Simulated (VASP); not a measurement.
Base run

VASP input. INCAR
```
ISMEAR = -1
SIGMA = 0.05
ISIF = 2
LHFCALC = .TRUE.
GGA = PE
HFSCREEN = 0.20787
NBANDS = 13
LASPH = .TRUE.
LMAXMIX = 4
NELM = 60
LREAL = .FALSE.
EDIFF = 1E-8
ALGO = Normal
PREC = Accurate
ENCUT = 311.0
ISTART = 1
ICHARG = 0
NELMIN = 4
```

KPOINTS
```
mesh
0
Gamma
4 4 4
0 0 0
```

POSCAR
```
InSb
1.0
     0.000000    3.320000    3.320000
     3.320000    0.000000    3.320000
     3.320000    3.320000    0.000000
In Sb
1 1
Direct
  0.005217 0.005217 0.005217
  0.250000 0.250000 0.250000
```

Potentials (PBE.64), in the order of POSCAR: In_d Sb

The WAVECAR comes from an earlier, cheaper step on the same cell.

VASP prints the stress at a fixed plane-wave basis, so it holds the Pulay stress of this cutoff.

It gives a pressure of -1.84 GPa and an rms force of 0.370 eV/Å.

Q: What changes with LREAL = Auto in place of reciprocal-space projectors?

A: The pressure doesn't move by more than 0.01 GPa, the forces move by 0.5 meV/Å (rms), and the free energy changes by -0.64 meV/atom.

Q: What changes with PRECFOCK = Fast?

A: The pressure is unchanged to within 0.01 GPa, the forces move by 0.0 meV/Å (rms), and the free energy changes by +0.14 meV/atom.

Q: What changes with HFRCUT = -1?

A: The pressure stays the same within 0.01 GPa, the forces move by 0.0 meV/Å (rms), and the free energy changes by +0.01 meV/atom.

The k-mesh is coarse, so these values belong to this mesh and can lie far from the converged ones. Potentials made with PBE were used with another functional.
